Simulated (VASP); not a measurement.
All values below come from revPBE GGA, VASP's PBE PAW potentials (set 64) (plane waves; VASP).

Input for VASP

POSCAR:
```
BN
1
    1.2826726306    -2.2216543900     0.0000000000
    1.2826726306     2.2216543900     0.0000000000
    0.0000000000     0.0000000000     4.2417068549
B N
2 2
Direct
  0.6666670000   0.3333330000   0.5002590611
  0.3333330000   0.6666670000   0.0002590611
  0.6666670000   0.3333330000   0.8747409389
  0.3333330000   0.6666670000   0.3747409389
```

**KPOINTS**
```
k-points along high-symmetry lines
10
Line-mode
Reciprocal
  0.000000   0.000000   0.000000 ! GAMMA
 -0.000000   0.500000   0.000000 ! M

 -0.000000   0.500000   0.000000 ! M
 -0.333333   0.666667   0.000000 ! K

 -0.333333   0.666667   0.000000 ! K
  0.000000   0.000000   0.000000 ! GAMMA

  0.000000   0.000000   0.000000 ! GAMMA
  0.000000   0.000000   0.500000 ! A

  0.000000   0.000000   0.500000 ! A
 -0.000000   0.500000   0.500000 ! L

 -0.000000   0.500000   0.500000 ! L
 -0.333333   0.666667   0.500000 ! H

 -0.333333   0.666667   0.500000 ! H
  0.000000   0.000000   0.500000 ! A

 -0.000000   0.500000   0.500000 ! L
 -0.000000   0.500000   0.000000 ! M

 -0.333333   0.666667   0.500000 ! H
 -0.333333   0.666667   0.000000 ! K
```

### INCAR
```
# general
SYSTEM=BN
PREC  =Accurate
ENCUT =520
LREAL =.FALSE.
LASPH =.TRUE.
ICHARG=11

# electronic loop
EDIFF =1E-7
NELM  =100
ALGO  =Normal

# smearing
ISMEAR=0
SIGMA =0.05

# functional
GGA   =RE

# output
LWAVE =.FALSE.
LCHARG=.FALSE.
LORBIT=11
```

POTCAR, in this order: B N (PBE.64 set). Program: vasp_std. Read from the step before: CHGCAR.

The run wrote:

OSZICAR:
```
       N       E                     dE             d eps       ncg     rms          rms(c)
DAV:   1     0.502189612543E+02    0.50219E+02   -0.85984E+03  2160   0.128E+03
DAV:   2    -0.293297758568E+02   -0.79549E+02   -0.73486E+02  3004   0.261E+02
DAV:   3    -0.318315244474E+02   -0.25017E+01   -0.24899E+01  2836   0.451E+01
DAV:   4    -0.318492132301E+02   -0.17689E-01   -0.17671E-01  2644   0.371E+00
DAV:   5    -0.318495054565E+02   -0.29223E-03   -0.29208E-03  2764   0.379E-01
DAV:   6    -0.318495160727E+02   -0.10616E-04   -0.10614E-04  2656   0.504E-02
DAV:   7    -0.318495163910E+02   -0.31830E-06   -0.31844E-06  2580   0.768E-03
DAV:   8    -0.318495164071E+02   -0.16091E-07   -0.16079E-07  2068   0.133E-03
   1 F= -.31849516E+02 E0= -.31849516E+02  d E =-.305702E-19
```

**OUTCAR**
```
 val. band max:        7.3662441795   @ k =   0.0000   0.0000   0.0000

 cond. band min:      12.6374882786   @ k =  -0.3333   0.6667   0.0000



 k-point     1 :       0.0000    0.0000    0.0000
  band No.  band energies     occupation
      1     -12.8331      2.00000
      2      -8.7930      2.00000
      3      -3.3478      2.00000
      4       5.2879      2.00000
      5       5.2879      2.00000
      6       7.1016      2.00000
      7       7.3662      2.00000
      8       7.3662      2.00000
      9      15.6861      0.00000
     10      15.6861      0.00000
     11      15.8907      0.00000
     12      16.6026      0.00000

 k-point     2 :       0.0000    0.0556    0.0000
  band No.  band energies     occupation
      1     -12.7672      2.00000
      2      -8.7425      2.00000
      3      -3.2821      2.00000
      4       4.9715      2.00000
      5       5.1606      2.00000
      6       7.0313      2.00000
      7       7.1094      2.00000
      8       7.2972      2.00000
      9      15.5424      0.00000
     10      15.8214      0.00000
     11      16.0380      0.00000
     12      16.8280      0.00000

 k-point     3 :       0.0000    0.1111    0.0000
  band No.  band energies     occupation
      1     -12.5700      2.00000
      2      -8.5939      2.00000
      3      -3.0863      2.00000
      4       4.1246      2.00000
      5       4.8222      2.00000
      6       6.3920      2.00000
      7       6.8431      2.00000
      8       7.0961      2.00000
      9      15.2957      0.00000
     10      16.1892      0.00000
     11      16.2676      0.00000
     12      17.4415      0.00000

 k-point     4 :       0.0000    0.1667    0.0000
  band No.  band energies     occupation
      1     -12.2448      2.00000
      2      -8.3570      2.00000
      3      -2.7639      2.00000
      4       2.9581      2.00000
      5       4.3649      2.00000
      6       5.3889      2.00000
      7       6.5178      2.00000
...
```

The density is held fixed in this step, so its total energy and stress have no physical meaning.

The compound is BN in the wurtzite structure, a metastable high-pressure form. It was relaxed first.
